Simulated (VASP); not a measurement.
Input:

```xyz
3
Lattice="0.0000 2.4555 2.4555 2.4555 0.0000 2.4555 2.4555 2.4555 0.0000" Properties=species:S:1:pos:R:3 pbc="T T T"
Hf     0.0000     0.0000     0.0000
O      1.2277     1.2277     1.2277
O      3.6832     3.6832     3.6832
```

All values below come from PBE GGA, VASP's PBE PAW potentials (set 64) (plane waves; VASP). Numerical set-up: 620 eV cut-off, 8×8×8 Γ-centred mesh, Gaussian smearing of 0.050 eV, potentials Hf_pv O.

Energy and stress use the plane-wave basis of the starting cell.

Q: The ions, cell shape and volume at an external pressure of 45.0 GPa are relaxed. Predict the relaxed structure.

A: 
```xyz
3
Lattice="0.0000 2.4247 2.4247 2.4247 0.0000 2.4247 2.4247 2.4247 0.0000" Properties=species:S:1:pos:R:3 pbc="T T T"
Hf     2.4247     4.8495     2.4247
O      1.2124     1.2124     1.2124
O      3.6371     3.6371     3.6371
```
Space group Fm-3m (225), at a tolerance of 0.03 Å.

Q: How do energy and volume change from the first to the last step?

A: The energy (σ→0) changes by +84.7 meV/atom and the volume by -3.7 %, in 4 ionic steps.

```
step  E(σ→0) (eV)  max force (eV/Å)  pressure (GPa)  volume (Å³)
----  -----------  ----------------  --------------  -----------
1        -29.9910             0.000           29.78        29.61
2        -28.5507             0.000           97.82        25.77
3        -29.7474             0.000           44.37        28.55
4        -29.7369             0.000           44.93        28.51
```

The compound is HfO2 in the fluorite structure, the high-temperature cubic form, which is unstable at 0 K; the monoclinic form is the stable one. This run relaxes it under an external pressure of 45 GPa. Symmetry was kept, so distortions that lower it aren't found.
